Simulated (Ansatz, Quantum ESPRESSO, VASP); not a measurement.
**Ca3Lu: 3 runs at one level of theory**

```
CELL_PARAMETERS angstrom
5.36177 0.00000 0.00000
0.00000 5.36177 0.00000
0.00000 0.00000 5.36177
ATOMIC_POSITIONS crystal
Lu 0.48685 0.50141 0.49961
Ca 0.00778 0.00160 0.49064
Ca 0.99837 0.50111 0.99592
Ca 0.50796 0.01036 0.00176
```

The cell comes from a database or a generator and needn't be the stable form of this composition.

Atoms were shifted at random by some hundredths of an Å from the given cell, which wasn't relaxed again for these runs.

Alike in all runs: task single point; functional PBE; k mesh 5 × 5 × 5; occupations fermi-dirac, width 0.05 eV; no spin polarisation; no spin-orbit coupling. Pressure is positive in compression and, in plane waves, holds the error of the finite cutoff, which Ansatz's Pulay term estimates and takes out.

```
                   program and potentials  plane-wave cutoff (eV)  notes  pressure (GPa)  largest force (eV/Å)  energy over the undisturbed cell (meV/atom)
                       Ansatz, Ansatz PAW                     420      -            0.01                 0.244                                         4.99
    VASP, PBE PAW files Ca_sv, Lu, 520 eV                     520      -            0.04                 0.245                                            -
Quantum ESPRESSO, SSSP 1.3 efficiency PBE                     748      -           -0.04                 0.244                                         4.99
```

Force on atom 1 (Lu), eV/Å:

```json
{"program and potentials": "Ansatz, Ansatz PAW", "x": "0.236", "y": "0.057", "z": "-0.023"}
{"program and potentials": "VASP, PBE PAW files Ca_sv, Lu, 520 eV", "x": "0.237", "y": "0.057", "z": "-0.022"}
{"program and potentials": "Quantum ESPRESSO, SSSP 1.3 efficiency PBE", "x": "0.236", "y": "0.057", "z": "-0.023"}
```

The pressure spans -0.04 (Quantum ESPRESSO, SSSP 1.3 efficiency PBE) to 0.04 GPa (VASP, PBE PAW files Ca_sv, Lu, 520 eV).

The functional is the same throughout but for its coding, so the spread measures potentials, basis and numerics; runs on potential files found faulty are left out.
